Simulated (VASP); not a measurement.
MgO (rock salt), at 1.04 of the tabulated volume:

```yaml
crystal:
  lattice:
    - [0.00000, 2.13270, 2.13270]
    - [2.13270, 0.00000, 2.13270]
    - [2.13270, 2.13270, 0.00000]
  atoms:
    - { symbol: Mg, position: [0.00000, 0.00000, 0.00000] }
    - { symbol: O, position: [0.50000, 0.50000, 0.50000] }
```

The lowest empty band near Γ, direction [110], from PBE with spin-orbit coupling in VASP (PAW); its two spin partners are averaged. The gap over the points computed is 4.36 eV, and the next band on that side lies 11.22 eV away at the edge.

Settings: 520 eV cut-off, 12×12×12 Γ-centred mesh, Gaussian smearing of 0.050 eV, potentials Mg O.

```csv
distance from the edge in k (1/Å),distance in energy (meV)
0.018,3.7
0.025,7.1
0.035,14.0
0.050,28.4
0.070,55.4
```

Problem. Fit E(1 + αE) = ħ²k²/2m* (ħ²/2m0 = 3.810 eV Å²) and predict the row at 0.095 1/Å.

Solution. The rows don't resolve α, so a parabola serves: the electron mass is m* = 0.336 m0, and so 102.2 meV. The run gave 100.8 meV, -1.4 meV from the fit.

Left out are points under 3 meV from the edge, since the levels carry 0.1 meV, and points farther than half the way to the next band.

The compound is MgO in the rock salt structure. The cell was not relaxed at this level.
